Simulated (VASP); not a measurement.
These are LDA (Ceperley-Alder, Perdew-Zunger), VASP's LDA PAW potentials (set 64) (plane waves; VASP) values and carry that method's errors.

VASP input:

**INCAR**
```
NELM = 100   ! most electronic steps
LWAVE = .FALSE.
ISIF = 3   ! ions, shape and volume
PREC = Accurate
ALGO = Normal   ! blocked Davidson
SIGMA = 0.05
LASPH = .TRUE.
LREAL = .FALSE.
ISMEAR = 0   ! Gaussian
SYSTEM = CdTe
IBRION = 2
ENCUT = 400   ! plane-wave cut-off (eV)
EDIFFG = -0.01   ! ionic stop
LCHARG = .FALSE.
NSW = 60
EDIFF = 1E-6   ! SCF stop (eV)
LMAXMIX = 4   ! l cut-off of mixed one-centre charges
```

KPOINTS:
```
Automatic mesh
0
Gamma
7 7 7
0 0 0
```

**POSCAR**
```
CdTe
1
    0.0000000000     3.2046616127     3.2046616127
    3.2046616127    -0.0000000000     3.2046616127
    3.2046616127     3.2046616127    -0.0000000000
Cd Te
1 1
Direct
  0.0000000000   0.0000000000   0.0000000000
  0.2500000000   0.2500000000   0.2500000000
```

POTCAR, in this order: Cd Te (LDA.64 set). Program: vasp_std.

The run wrote:

File OSZICAR:
```
       N       E                     dE             d eps       ncg     rms          rms(c)
DAV:   1     0.882144646149E+02    0.88214E+02   -0.73641E+03   544   0.975E+02
DAV:   2    -0.262384141257E+01   -0.90838E+02   -0.87564E+02   595   0.258E+02
DAV:   3    -0.625328407403E+01   -0.36294E+01   -0.36200E+01   605   0.531E+01
DAV:   4    -0.629078896339E+01   -0.37505E-01   -0.37501E-01   765   0.477E+00
DAV:   5    -0.629087815603E+01   -0.89193E-04   -0.89193E-04   600   0.218E-01    0.631E+00
DAV:   6    -0.607211177538E+01    0.21877E+00   -0.45818E-01   575   0.956E+00    0.502E+00
DAV:   7    -0.604961754297E+01    0.22494E-01   -0.10816E-01   595   0.252E+00    0.181E+00
DAV:   8    -0.604760122707E+01    0.20163E-02   -0.10718E-02   555   0.150E+00    0.502E-01
DAV:   9    -0.604731521467E+01    0.28601E-03   -0.82268E-04   595   0.350E-01    0.137E-01
DAV:  10    -0.604730241842E+01    0.12796E-04   -0.99580E-05   573   0.979E-02    0.568E-02
DAV:  11    -0.604730589931E+01   -0.34809E-05   -0.22041E-05   607   0.496E-02    0.282E-02
DAV:  12    -0.604730512634E+01    0.77297E-06   -0.18773E-06   486   0.139E-02
   1 F= -.60473051E+01 E0= -.60473051E+01  d E =-.604731E+01
       N       E                     dE             d eps       ncg     rms          rms(c)
DAV:   1    -0.604780830765E+01   -0.50241E-03   -0.99957E-03   590   0.135E+00    0.168E-01
DAV:   2    -0.604736396376E+01    0.44434E-03   -0.12490E-03   585   0.575E-01    0.540E-02
DAV:   3    -0.604732173460E+01    0.42229E-04   -0.10658E-04   565   0.112E-01    0.454E-02
DAV:   4    -0.604731482226E+01    0.69123E-05   -0.11254E-05   570   0.281E-02    0.861E-03
DAV:   5    -0.604731435956E+01    0.46270E-06   -0.11525E-06   275   0.156E-02
   2 F= -.60473144E+01 E0= -.60473144E+01  d E =-.923322E-05
```

### OUTCAR
```
------------------------ aborting loop because EDIFF is reached ----------------------------------------
  FORCE on cell =-STRESS in cart. coord.  units (eV):
  Direction    XX          YY          ZZ          XY          YZ          ZX
  --------------------------------------------------------------------------------------
  Total        0.0109877      0.0109877      0.0109877      0.0000000      0.0000000      0.0000000
  in kB        0.2678991      0.2678991      0.2678991      0.0000000      0.0000000      0.0000000
  external PRESSURE =       0.2678991 kB  Pullay stress =       0.0000000 kB
  volume of cell :       65.71
      direct lattice vectors                 reciprocal lattice vectors
     0.000000000  3.202867076  3.202867076    -0.156110131  0.156110131  0.156110131
     3.202867076  0.000000000  3.202867076     0.156110131 -0.156110131  0.156110131
     3.202867076  3.202867076  0.000000000     0.156110131  0.156110131 -0.156110131
  FREE ENERGIE OF THE ION-ELECTRON SYSTEM (eV)
  ---------------------------------------------------
  free  energy   TOTEN  =        -6.0473143596 eV

  energy  without entropy=       -6.0473143596  energy(sigma->0) =       -6.04731436

 reached required accuracy - stopping structural energy minimisation
```
(Selected blocks of OUTCAR.)

CONTCAR:
```
CdTe
   1.00000000000000
     0.0000000000000000    3.2028670756163762    3.2028670756163762
     3.2028670756163762    0.0000000000000000    3.2028670756163762
     3.2028670756163762    3.2028670756163762    0.0000000000000000
  Cd              Te
     1     1
Direct
     0.0000000000000000    0.0000000000000000    0.0000000000000000
     0.2500000000000000    0.2500000000000000    0.2500000000000000
```

The compound is CdTe in the zinc blende structure. This run relaxes it. Symmetry was kept, so distortions that lower it aren't found. The start is the result of an earlier pass.
